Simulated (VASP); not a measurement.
Data:

```xyz
5
Lattice="-2.0762 2.0762 7.0763 2.0762 -2.0762 7.0763 2.0762 2.0762 -7.0763" Properties=species:S:1:pos:R:3 pbc="T T T"
Bi     0.0000     0.0000     4.7301
Pb     0.0000     0.0000     9.3346
I      0.0000     0.0000    14.0585
O      0.0000     2.0762     3.6292
O      2.0762     0.0000     3.6292
```

Method: PBEsol GGA, VASP's PBE PAW potentials (set 64) (plane waves; VASP). Run with 400 eV cut-off, 6×6×6 Γ-centred mesh, Fermi-Dirac smearing of 0.020 eV, potentials Bi_d Pb_d I O.

Unless said otherwise, spin-orbit coupling is left out, though it shifts the bands of the heavy elements here.

Give the energies of bands 15 to 27 at the high-symmetry points, in eV from the valence-band maximum.

```tsv
band	Γ	X	P	N	M	S	R
15	-5.99	-7.06	-7.06	-6.65	-6.20	-6.63	-7.04
16	-3.90	-3.39	-3.26	-3.41	-3.93	-3.31	-3.50
17	-3.90	-3.06	-3.26	-3.22	-3.93	-3.24	-3.04
18	-1.39	-2.68	-2.69	-2.98	-1.33	-3.06	-2.54
19	-1.34	-2.15	-1.81	-2.44	-1.25	-2.35	-2.14
20	-1.28	-1.87	-1.80	-2.09	-1.25	-2.06	-1.83
21	-1.28	-1.48	-1.80	-1.14	-1.24	-1.42	-1.47
22	-0.44	-0.99	-0.99	-0.88	-0.37	-0.76	-1.03
23	-0.41	-0.81	-0.85	-0.20	-0.30	-0.15	-0.89
24	-0.41	-0.43	-0.43	0.00	-0.30	0.00	-0.47
25	1.62	1.99	2.55	3.34	1.73	3.42	2.12
26	4.28	3.47	2.55	3.95	3.73	3.88	3.54
27	4.92	4.01	4.02	4.78	4.19	4.82	3.99
```

The gap is indirect, 1.62 eV, from the valence maximum at N to the conduction minimum at Γ.

The structure comes from a computed database's BiPbIO2 entry; how it stands against other phases isn't given here. The cell was not relaxed at this level.
